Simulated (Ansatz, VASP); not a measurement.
# Ni (Ni(111) film of 5 layers) in two plane-wave programs, part 2 of 2

Wanted: the spread between two codes on one cell, functional and k mesh. Of the first pair: The structure shown is the end of the Ansatz relaxation below.

VASP 6.6.1 and Ansatz 0.2.0.

So far: Set-up; Ansatz: relaxation, PBEsol.

## Step 3: VASP: single point, PBEsol, relaxed cell, pair 1

Level of this step: PBEsol, spin-polarised from a ferromagnetic start; plane waves and PAW (Ni) (VASP).

The same cell, functional, mesh and smearing now go to VASP, with its own data sets.

Lines of VASP's logs that name or quote its potential files are left out, and so is its time.

Input file INCAR:

```
SYSTEM = Ni
PREC = Accurate
ENCUT = 520
EDIFF = 1E-06
NELM = 200
ISMEAR = 0
SIGMA = 0.15
LREAL = .FALSE.
ALGO = Normal
GGA = PS
NBANDS = 35
ISPIN = 2
MAGMOM = 0.68 0.71 0.67 0.71 0.68
LASPH = .TRUE.
LMAXMIX = 4
LORBIT = 11
LWAVE = .FALSE.
LCHARG = .FALSE.
ISIF = 2
LDIPOL = .TRUE.
IDIPOL = 3
DIPOL = 0.5 0.5 0.239
LVHAR = .TRUE.
GGA_COMPAT = .FALSE.
NELMDL = -8
KPAR = 2
```

Input file POSCAR:

```
Ni
1.0
    2.4230920995      0.0000000000      0.0000000000
   -1.2115460498      2.0984593138      0.0000000000
    0.0000000000      0.0000000000     40.0581823999
Ni
5
Direct
    0.0000000000      0.0000000000      0.1389277762
    0.3333333333      0.6666666667      0.1885571536
    0.6666666667      0.3333333333      0.2387663251
    0.0000000000      0.0000000000      0.2889754965
    0.3333333333      0.6666666667      0.3386048739
```

Input file KPOINTS:

```
Automatic mesh
0
Gamma
12 12 1
0 0 0
```

Potentials, in the order of the species: Ni (PBE family, release 64).

Run with:

```sh
> mpirun -np 2 vasp_std
```

Numbers of over 12 decimals in the logs are rounded to 6 here.

Output:

```text
[banner, memory and clock lines left out]
running    2 mpi-ranks, on    1 nodes
 distrk:  each k-point on    1 cores,    2 groups
 distr:  one band on    1 cores,    1 groups

 POSCAR found type information on POSCAR Ni
 POSCAR found :  1 types and       5 ions
|                                                                             |
|               ----> ADVICE to this user running VASP <----                  |
|                                                                             |
|     You enforced a specific xc type in the INCAR file but a different       |
|     [... a line on the potential file left out ...]
|     I HOPE YOU KNOW WHAT YOU ARE DOING!                                     |
|                                                                             |

 LDA part: xc-table for (Slater+PW92), standard interpolation
 POSCAR, INCAR and KPOINTS ok, starting setup
 FFT: planning ... GRIDC
 FFT: planning ... GRID_SOFT
 FFT: planning ... GRID
 WAVECAR not read
 entering main loop
       N       E                     dE             d eps       ncg     rms          rms(c)
DAV:   1     0.345080233812E+03    0.34508E+03   -0.21484E+04  2692   0.139E+03
DAV:   2    -0.118727695680E+02   -0.35695E+03   -0.34206E+03  2743   0.318E+02
DAV:   3    -0.346079673791E+02   -0.22735E+02   -0.21887E+02  2954   0.116E+02
DAV:   4    -0.350244131821E+02   -0.41645E+00   -0.41412E+00  3178   0.174E+01
DAV:   5    -0.350327762871E+02   -0.83631E-02   -0.83628E-02  3988   0.158E+00
DAV:   6    -0.350329239694E+02   -0.14768E-03   -0.14768E-03  3315   0.184E-01
DAV:   7    -0.350329344865E+02   -0.10517E-04   -0.10517E-04  3913   0.357E-02
DAV:   8    -0.350329348773E+02   -0.39077E-06   -0.39070E-06  2512   0.550E-03    0.245E+01
DAV:   9    -0.368921154220E+02   -0.18592E+01   -0.73675E+01  3167   0.140E+02    0.313E+01
DAV:  10    -0.400449164731E+02   -0.31528E+01   -0.62457E+01  3242   0.159E+02    0.351E+01
DAV:  11    -0.332161641615E+02    0.68288E+01   -0.22681E+01  4048   0.835E+01    0.255E+01
DAV:  12    -0.296739614345E+02    0.35422E+01   -0.11402E+01  3472   0.638E+01    0.145E+01
DAV:  13    -0.312450757676E+02   -0.15711E+01   -0.21968E+01  3332   0.676E+01    0.218E+01
DAV:  14    -0.288470025620E+02    0.23981E+01   -0.34150E+00  3104   0.400E+01    0.538E+00
[...]
DAV:  40    -0.292531598247E+02   -0.38101E-04   -0.68675E-07  1897   0.107E-02    0.569E-03
DAV:  41    -0.292531936279E+02   -0.33803E-04   -0.31997E-07  1882   0.468E-03    0.448E-03
DAV:  42    -0.292532056002E+02   -0.11972E-04   -0.11577E-07  1972   0.403E-03    0.301E-03
DAV:  43    -0.292532180101E+02   -0.12410E-04   -0.13818E-07  2001   0.494E-03    0.134E-03
DAV:  44    -0.292532231175E+02   -0.51074E-05   -0.74748E-08  1883   0.200E-03    0.780E-04
DAV:  45    -0.292532256247E+02   -0.25072E-05   -0.22651E-08  1918   0.127E-03    0.626E-04
DAV:  46    -0.292532268345E+02   -0.12098E-05   -0.13085E-08  1861   0.140E-03    0.260E-04
DAV:  47    -0.292532277174E+02   -0.88292E-06   -0.12459E-08  1803   0.633E-04
   1 F= -.29253228E+02 E0= -.29203412E+02  d E =-.996320E-01  mag=     3.2091
```

From OUTCAR (step 3):

```text
ion  position               nearest neighbor table
   1  0.000  0.000  0.139-   2 2.43   2 2.43   2 2.43
   2  0.333  0.667  0.189-   1 2.43   1 2.43   1 2.43   3 2.45   3 2.45   3 2.45
   3  0.667  0.333  0.239-   4 2.45   4 2.45   4 2.45   2 2.45   2 2.45   2 2.45
   4  0.000  0.000  0.289-   5 2.43   5 2.43   5 2.43   3 2.45   3 2.45   3 2.45
   5  0.333  0.667  0.339-   4 2.43   4 2.43   4 2.43

  LATTYP: Found a hexagonal cell.
 ALAT       =     2.4230920995
 C/A-ratio  =    16.5318447484

 Subroutine GETGRP returns: Found 12 space group operations
 (whereof  6 operations were pure point group operations)

The static configuration has the point symmetry C_3v.
 The point group associated with its full space group is D_3d.

 Found     19 irreducible k-points:

   k-points           NKPTS =     19   k-points in BZ     NKDIM =     19   number of bands    NBANDS=     35

   dimension x,y,z NGX =    18 NGY =   18 NGZ =  300
   dimension x,y,z NGXF=    36 NGYF=   36 NGZF=  600

   ENCUT  =  520.0 eV  38.22 Ry    6.18 a.u.   4.51  4.51 74.48*2*pi/ulx,y,z

   NELECT =      50.0000    total number of electrons

 k-points in reciprocal lattice and weights: Automatic mesh
   0.00000000  0.00000000  0.00000000       0.007
   0.08333333  0.00000000  0.00000000       0.042
   0.16666667  0.00000000  0.00000000       0.042
   0.25000000  0.00000000  0.00000000       0.042
   0.33333333  0.00000000  0.00000000       0.042
   0.41666667  0.00000000  0.00000000       0.042
   0.50000000  0.00000000  0.00000000       0.021
   0.08333333  0.08333333  0.00000000       0.042
   0.16666667  0.08333333  0.00000000       0.083
[...]
0.33333333  0.25000000  0.00000000       0.083
   0.33333333  0.33333333  0.00000000       0.014

 dipolmoment           0.000000      0.000000     -0.000003 electrons x Angstroem

 average (electrostatic) potential at core
       1 -92.3140       2 -92.5821       3 -92.5774       4 -92.5821       5 -92.3141

 E-fermi :  -1.3732

 spin component 1
 k-point     1 :       0.0000    0.0000    0.0000
  band No.  band energies     occupation
    ...
     26      -2.0728      1.00000
     27      -2.0728      1.00000
     28      -1.9661      1.00000
     29      -1.9661      1.00000
     30      -1.9294      1.00000
     31      -1.3450      0.39507
     32       3.5927      0.00000
     33       3.6841      0.00000
     34       3.9388      0.00000
     35       4.2102      0.00000

 k-point     2 :       0.0833    0.0000    0.0000
  band No.  band energies     occupation
    ...
     25      -2.5033      1.00000
     26      -2.3834      1.00000
     27      -2.0820      1.00000
     28      -2.0731      1.00000
     29      -1.9617      1.00000
     30      -1.1394      0.01375
     31      -0.4463      0.00000
     32       3.8114      0.00000
     33       3.9228      0.00000
     34       4.1724      0.00000
    ...

 k-point     3 :       0.1667    0.0000    0.0000
  band No.  band energies     occupation
    ...
     25      -2.3812      1.00000
     26      -2.3779      1.00000
     27      -2.0769      1.00000
     28      -1.9510      1.00000
     29      -1.5221      0.91979
     30      -0.1296      0.00000
     31       0.9464      0.00000
     32       4.4509      0.00000
     33       4.6382      0.00000
     34       4.8729      0.00000
    ...

 k-point     4 :       0.2500    0.0000    0.0000
  band No.  band energies     occupation
    ...
     24      -2.5208      1.00000
     25      -2.3537      1.00000
     26      -2.0869      1.00000
     27      -2.0850      1.00000
     28      -1.9400      1.00000
     29      -0.8142      0.00000
     30       1.0203      0.00000
     31       2.5716      0.00000
     32       5.4584      0.00000
     33       5.8261      0.00000
    ...

 k-point     5 :       0.3333    0.0000    0.0000
  band No.  band energies     occupation
    ...
     24      -2.2030      1.00000
     25      -2.1665      1.00000
     26      -2.0600      1.00000
     27      -1.9266      1.00000
     28      -1.6263      0.99149
     29       0.1089      0.00000
     30       2.2950      0.00000
     31       4.3878      0.00000
     32       6.6064      0.00000
     33       7.4030      0.00000
    ...

 k-point     6 :       0.4167    0.0000    0.0000
  band No.  band energies     occupation
    ...
     22      -1.9978      1.00000
     23      -1.9341      1.00000
     24      -1.8258      0.99999
     25      -1.8109      0.99998
     26      -1.7939      0.99996
     27      -1.0844      0.00324
     28      -0.4983      0.00000
     29       1.1480      0.00000
     30       2.9531      0.00000
     31       5.4899      0.00000
    ...

  Total       -0.0192652     -0.0192652     -0.0261181      0.0000000     -0.0000000      0.0000000
  in kB       -0.1515383     -0.1515383     -0.2054422      0.0000000     -0.0000000      0.0000000
  external PRESSURE =      -0.1695063 kB  Pullay stress =       0.0000000 kB

  energy-cutoff  :      520.00
  volume of cell :      203.69
      direct lattice vectors                 reciprocal lattice vectors
     2.423092099  0.000000000  0.000000000     0.412695828  0.238270047  0.000000000
    -1.211546050  2.098459314  0.000000000     0.000000000  0.476540095  0.000000000
     0.000000000  0.000000000 40.058182400     0.000000000  0.000000000  0.024963689

 POSITION                                       TOTAL-FORCE (eV/Angst)
 -----------------------------------------------------------------------------------
      0.00000      0.00000      5.56519         0.000000     -0.000000      0.002515
     -0.00000      1.39897      7.55326         0.000000      0.000000      0.000485
      1.21155      0.69949      9.56455         0.000000     -0.000000     -0.000000
      0.00000      0.00000     11.57583        -0.000000     -0.000000     -0.000485
     -0.00000      1.39897     13.56390         0.000000     -0.000000     -0.002515
 -----------------------------------------------------------------------------------
    total drift:                                0.000000      0.000001     -0.000779

  FREE ENERGIE OF THE ION-ELECTRON SYSTEM (eV)
  ---------------------------------------------------
  free  energy   TOTEN  =       -29.2532277174 eV

  energy  without entropy=      -29.1535956982  energy(sigma->0) =      -29.20341171

 vacuum level on the upper side and lower side of the slab         3.886         3.886

 total charge
# of ion       s       p       d       tot
------------------------------------------
    1        0.521   0.439   8.324   9.285
    2        0.526   0.564   8.345   9.434
    3        0.530   0.562   8.340   9.432
    4        0.526   0.564   8.345   9.434
    5        0.521   0.439   8.324   9.285
--------------------------------------------------
tot          2.623   2.568  41.679  46.870

 magnetization (x)
# of ion       s       p       d       tot
------------------------------------------
    1       -0.004  -0.024   0.672   0.645
    2       -0.008  -0.025   0.694   0.661
    3       -0.005  -0.024   0.660   0.631
    4       -0.008  -0.025   0.694   0.661
    5       -0.004  -0.024   0.672   0.645
--------------------------------------------------
tot         -0.029  -0.122   3.393   3.242

[... 6 further parts left out ...]
```

The magnetic state follows from one typed start and may not be the lowest.

## Step 4: Comparison

Known differences besides the potentials themselves: VASP starts from the moments at which Ansatz ended; Ansatz cuts the interaction across the vacuum, VASP repeats the sheet with a dipole correction; the data sets hold 90 valence electrons in Ansatz (on its PAW soft_1 files) and 50 in VASP; the cutoff is 420 eV in Ansatz and 520 eV in VASP; Ansatz makes its cores anew for this functional, VASP keeps those of its PBE data sets; site moments are counted in spheres of each program's own size. Total energies have different zeros and are not compared.

The two programs side by side:

| quantity | Ansatz | VASP | difference |
| --- | --- | --- | --- |
| total moment (μB) | 3.27 | 3.21 | +0.06 |
| moment on Ni2 (μB) | 0.71 | 0.66 | +0.04 |
| moment on Ni4 (μB) | 0.71 | 0.66 | +0.04 |
| moment on Ni1 (μB) | 0.68 | 0.65 | +0.04 |
| moment on Ni5 (μB) | 0.68 | 0.65 | +0.04 |
| moment on Ni3 (μB) | 0.67 | 0.63 | +0.04 |

At this near-relaxed geometry the largest component of a force difference is 3 meV/Å. With vacuum in the cell, a pressure given here is an average over mostly empty space and none of the material.

## Step 5: Ansatz: relaxation, PBEsol

The two programs are compared at the cell with which this relaxation starts, whose forces are those of its first step.

The structure compared here is the start of the Ansatz relaxation; VASP solves that cell, so the two are compared at the walk's first step.

Input file input.yaml:

```yaml
crystal:
  lattice:
    - [2.48902, 0.0, 0.0]
    - [-1.24451, 2.15555, 0.0]
    - [0.0, 0.0, 19.12909]
  atoms:
    - { symbol: Ni, position: [0.0, 0.0, 0.28752018], spin: 0.74 }
    - { symbol: Ni, position: [0.33333333, 0.66666667, 0.39376009], spin: 0.74 }
    - { symbol: Ni, position: [0.66666667, 0.33333333, 0.5], spin: 0.7 }
    - { symbol: Ni, position: [0.0, 0.0, 0.60623991], spin: 0.74 }
    - { symbol: Ni, position: [0.33333333, 0.66666667, 0.71247982], spin: 0.74 }
  periodic: [true, true, false]
kpoints:
  mp_grid: { grid: [12, 12, 1] }
hamiltonian:
  xc: pbesol
  pseudopotentials: { kind: paw, azcp: { folder: soft_1 }, xc_functional: pbe }
scf:
  occupations: { method: gaussian, width: 0.1 }
output:
  forces: true
  stress: true
  eigenvalues: true
  populations: true
  write_density: true
  write_potential: true
  elf: true
  volumetric_format: npy
magnetization:
  spin_polarized: true
relax:
  adjacent_minimum: "off"
  f_tol: 0.005
  max_steps: 80
  cell: { stress_2d_tol: 0.02 }
```

Run with:

```sh
> ansatz run input.yaml --threads 8 --pin off --max-ram 20480MiB --backend cpu --events-out ev --progress --plain --runs-dir out
```

Output:

```text
[...]
- { symbol: Ni, position: [-6.494376504338865e-17, -3.736894473581345e-17, 0.288974] }
    - { symbol: Ni, position: [0.333333, 0.666667, 0.338589] }
--- Löwdin populations: 5 sites ---
  site symbol       q [e]    m [muB]
     0     Ni     17.7951     0.6723
     1     Ni     17.7560     0.6997
     2     Ni     17.7753     0.6823
     3     Ni     17.7560     0.6997
     4     Ni     17.7951     0.6723
  spilling = 0.012471 (of n_electrons = 90.000000)
[key lines of the parts left out:]
SCF converged after 12 iterations
Magnetization: 3.2733 μB (46.6367 up, 43.3633 down)
Free energy (F): -29023.430652 eV
Fermi energy:    -5.283613 eV
P = ½ c Tr σ = -0.0040 N/m
```

## Step 6: VASP: single point, PBEsol, start cell, pair 2

The same cell, functional, mesh and smearing now go to VASP, with its own data sets.

INCAR, as its differences from that of step 3:

```diff
@@ -6,3 +6,3 @@
 ISMEAR = 0
-SIGMA = 0.15
+SIGMA = 0.1
 LREAL = .FALSE.
@@ -12,3 +12,3 @@
 ISPIN = 2
-MAGMOM = 0.68 0.71 0.67 0.71 0.68
+MAGMOM = 0.68 0.71 0.69 0.71 0.68
 LASPH = .TRUE.
```

Input file POSCAR:

```
Ni
1.0
    2.4890170000      0.0000000000      0.0000000000
   -1.2445090000      2.1555520000      0.0000000000
    0.0000000000      0.0000000000     40.0581820000
Ni
5
Direct
    0.0000000000      0.0000000000      0.1373002649
    0.3333335446      0.6666668213      0.1880332962
    0.6666668572      0.3333331787      0.2387663274
    0.0000000000      0.0000000000      0.2894993587
    0.3333335446      0.6666668213      0.3402323900
```

KPOINTS is that of step 3.

Run with:

```sh
> mpirun -np 2 vasp_std
```

Output:

```text
[banner, memory and clock lines left out]
running    2 mpi-ranks, on    1 nodes
[...]
[... a notice as in an earlier step ...]

 LDA part: xc-table for (Slater+PW92), standard interpolation
 POSCAR, INCAR and KPOINTS ok, starting setup
[...]
entering main loop
       N       E                     dE             d eps       ncg     rms          rms(c)
DAV:   1     0.335158984127E+03    0.33516E+03   -0.21087E+04  2668   0.136E+03
DAV:   2    -0.135791352267E+02   -0.34874E+03   -0.33328E+03  2746   0.313E+02
DAV:   3    -0.344154636564E+02   -0.20836E+02   -0.20018E+02  2919   0.111E+02
DAV:   4    -0.348067989071E+02   -0.39134E+00   -0.38448E+00  3208   0.163E+01
[...]
DAV:  45    -0.290575852612E+02   -0.53542E-05   -0.91583E-08  1881   0.426E-03    0.432E-04
DAV:  46    -0.290575866818E+02   -0.14206E-05   -0.26915E-08  1926   0.176E-03    0.402E-04
DAV:  47    -0.290575872975E+02   -0.61571E-06   -0.12215E-08  1886   0.818E-04
   1 F= -.29057587E+02 E0= -.29033306E+02  d E =-.485633E-01  mag=     3.4175
```

Parts of OUTCAR (step 6):

```text
  Total       -4.8625265     -4.8625267     -3.4583242      0.0000011      0.0000000      0.0000000
  in kB      -36.2489109    -36.2489125    -25.7809360      0.0000084      0.0000000      0.0000000
  external PRESSURE =     -32.7595865 kB  Pullay stress =       0.0000000 kB

 POSITION                                       TOTAL-FORCE (eV/Angst)
 -----------------------------------------------------------------------------------
      0.00000      0.00000      5.50000        -0.000000     -0.000000      0.493784
      0.00000      1.43703      7.53227         0.000000     -0.000000     -0.139075
      1.24451      0.71852      9.56454         0.000000      0.000000      0.000000
      0.00000      0.00000     11.59682        -0.000000      0.000000      0.139075
      0.00000      1.43703     13.62909         0.000000      0.000000     -0.493784
 -----------------------------------------------------------------------------------
    total drift:                                0.000012      0.000001     -0.000868

  FREE ENERGIE OF THE ION-ELECTRON SYSTEM (eV)
  ---------------------------------------------------
  free  energy   TOTEN  =       -29.0575872975 eV

  energy  without entropy=      -29.0090239781  energy(sigma->0) =      -29.03330564

 magnetization (x)
# of ion       s       p       d       tot
------------------------------------------
    1       -0.004  -0.023   0.719   0.692
    2       -0.007  -0.024   0.742   0.711
    3       -0.005  -0.025   0.710   0.680
    4       -0.007  -0.024   0.742   0.711
    5       -0.004  -0.023   0.719   0.692
--------------------------------------------------
tot         -0.028  -0.120   3.632   3.485

[... 1 part as in an earlier step ...]

[... 2 further parts left out ...]
[key lines of the parts left out:]
E-fermi :  -1.5003
```

The run ends at a pressure of -3.28 GPa, with forces up to 0.49 eV/Å.

## Step 7: Differences

What differs besides the data sets and the points named for the pairs above, as far as they apply: the data sets hold 90 valence electrons in Ansatz (on its PAW soft_1 files) and 50 in VASP. Total energies have different zeros and are not compared.

Forces (eV/Å; atoms numbered as in POSCAR):

| atom | Ansatz x, y, z | VASP x, y, z |
| --- | --- | --- |
| Ni1 | 0.000, 0.000, 0.500 | 0.000, 0.000, 0.494 |
| Ni2 | 0.000, 0.000, -0.142 | 0.000, 0.000, -0.139 |
| Ni3 | 0.000, 0.000, 0.000 | 0.000, 0.000, 0.000 |
| Ni4 | 0.000, 0.000, 0.142 | 0.000, 0.000, 0.139 |
| Ni5 | 0.000, 0.000, -0.500 | 0.000, 0.000, -0.494 |

The forces differ by 2.6 meV/Å r.m.s., which is 1.4 % of the r.m.s. force of 0.187 eV/Å (both taken over all components). Moments aren't recorded for both runs of this pair, so they may hold unlike magnetic states. With vacuum in the cell, a pressure given here is an average over mostly empty space and none of the material.

## Step 8: Outcome

```yaml
difference_in_total_moment_single_point_pbesol_relaxed_cell_pair_1: 0.058 μB
r_m_s_force_difference_single_point_pbesol_start_cell_pair_2: 2.6 meV/Å
```

**Reading.** The r.m.s. force difference is 2.6 meV/Å (single point, PBEsol, start cell, pair 2), within the 12 meV/Å picked in this series as the mark of a large difference. The data sets hold unlike numbers of valence electrons (90 in Ansatz and 50 in VASP), so part of the differences comes from the potentials. 1 further run of this series is not shown here. Such differences can come from data sets, numerical settings and the points named under the comparisons, not from the functional's error against experiment.

[Lines on the potential files, build, host, timing and source positions are cut from VASP's logs without a mark.]

[Logs are printed without paths, hosts, clocks, repeated set-up lines and the standing remarks that a program may print on its own settings, such as how far it seeks lower states.]

[Hosts, paths, dates, database ids (printed as entryN), source tags and the programs' standing remarks are cut or masked in the printed files.]
